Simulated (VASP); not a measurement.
OSZICAR of a VASP run on CaCu2S2 (space group P-3m1):

File OSZICAR:
```
       N       E                     dE             d eps       ncg     rms          rms(c)
DAV:   1     0.342381761566E+03    0.34238E+03   -0.17963E+04   884   0.178E+03
DAV:   2    -0.226947695816E+02   -0.36508E+03   -0.35838E+03   886   0.415E+02
DAV:   3    -0.582855197429E+02   -0.35591E+02   -0.34962E+02  1286   0.147E+02
DAV:   4    -0.604170118443E+02   -0.21315E+01   -0.21083E+01  1616   0.342E+01
DAV:   5    -0.604908492280E+02   -0.73837E-01   -0.73622E-01  1320   0.509E+00    0.151E+01
DAV:   6    -0.564076591784E+02    0.40832E+01   -0.85884E+01  1424   0.169E+02    0.143E+01
DAV:   7    -0.506129568428E+02    0.57947E+01   -0.16100E+01  1168   0.104E+02    0.770E+00
DAV:   8    -0.497882911446E+02    0.82467E+00   -0.53081E+00  1448   0.384E+01    0.320E+00
DAV:   9    -0.499806418686E+02   -0.19235E+00   -0.90932E-01  1160   0.763E+00    0.123E+00
DAV:  10    -0.501552972959E+02   -0.17466E+00   -0.42299E-01  1222   0.627E+00    0.105E+00
DAV:  11    -0.501898115915E+02   -0.34514E-01   -0.95309E-02  1284   0.272E+00    0.538E-01
DAV:  12    -0.502033332111E+02   -0.13522E-01   -0.32795E-02  1360   0.211E+00    0.316E-01
DAV:  13    -0.501933369228E+02    0.99963E-02   -0.21249E-02  1456   0.233E+00    0.133E-01
DAV:  14    -0.502063255868E+02   -0.12989E-01   -0.36350E-03  1272   0.792E-01    0.837E-02
DAV:  15    -0.502116199180E+02   -0.52943E-02   -0.22469E-03  1052   0.393E-01    0.596E-02
DAV:  16    -0.502117999831E+02   -0.18007E-03   -0.56556E-04  1472   0.411E-01    0.173E-02
DAV:  17    -0.502120411552E+02   -0.24117E-03   -0.13102E-04   996   0.988E-02    0.133E-02
DAV:  18    -0.502123578507E+02   -0.31670E-03   -0.17899E-04  1096   0.114E-01    0.654E-03
DAV:  19    -0.502123765450E+02   -0.18694E-04   -0.17310E-05  1424   0.426E-02    0.354E-03
DAV:  20    -0.502123747267E+02    0.18183E-05   -0.74882E-07   744   0.922E-03    0.219E-03
DAV:  21    -0.502123763252E+02   -0.15986E-05   -0.48480E-07   600   0.130E-02    0.991E-04
DAV:  22    -0.502123752721E+02    0.10531E-05   -0.48824E-07   552   0.561E-03    0.935E-04
DAV:  23    -0.502123754312E+02   -0.15909E-06   -0.10356E-07   532   0.428E-03
   1 F= -.50212375E+02 E0= -.50212375E+02  d E =-.502124E+02
```

Which electronic solver shows in the log?

It is blocked Davidson (ALGO = Normal, or the opening steps of other solvers). The INCAR had ALGO = Normal.

Can the final energy be trusted as converged?

The calculation finished and met its thresholds. It stopped with EDIFF = 1E-6, NELM = 100, NSW = 60 and EDIFFG = -0.02 after 1 ionic step (r2SCAN meta-GGA, plane waves, VASP's PBE PAW potentials (set 64)).

The structure comes from a measured CaCu2S2 entry (P-3m1) of the Crystallography Open Database, whose conditions weren't checked. It was relaxed first. The start is the result of an earlier pass.
